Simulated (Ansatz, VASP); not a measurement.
One calculation of Ge2P, two programs

```
Ge P
1.0
     0.00000    3.13100    3.13100
     3.13100    0.00000    3.13100
     3.13100    3.13100    0.00000
Ge P
2 1
Cartesian
  4.6965 4.6965 4.6965
  1.5655 1.5655 1.5655
  0.0000 0.0000 0.0000
```

Change from the starting cell: ordered vacancies on the anion sites of caesium chloride (Fm-3m, No. 225).

Alike in both runs: functional PBE; k mesh 12 × 12 × 12; occupations gaussian, width 0.1 eV; no spin polarisation.

Ansatz relaxed the structure, and its values are those at the end. VASP's run is a single point on that final structure, the one shown.

|  | VASP | Ansatz |
| --- | --- | --- |
| version | VASP 6.6.1 | Ansatz 0.2.0 |
| potentials or method | VASP PAW PBE potentials, release 64 (Ge_d, P) | scalar-relativistic, plane waves, PAW |
| plane-wave cutoff (eV) | 520 | 420 |
| valence electrons in the cell | 33 | 33 |

```tsv
	VASP	Ansatz	Ansatz less VASP
gap on the k mesh at the Fermi level (eV)	none	none	-
pressure (GPa)	-0.1	0.0	+0.06
```

A gap of «none» marks a metal or a gap that the smearing closes.
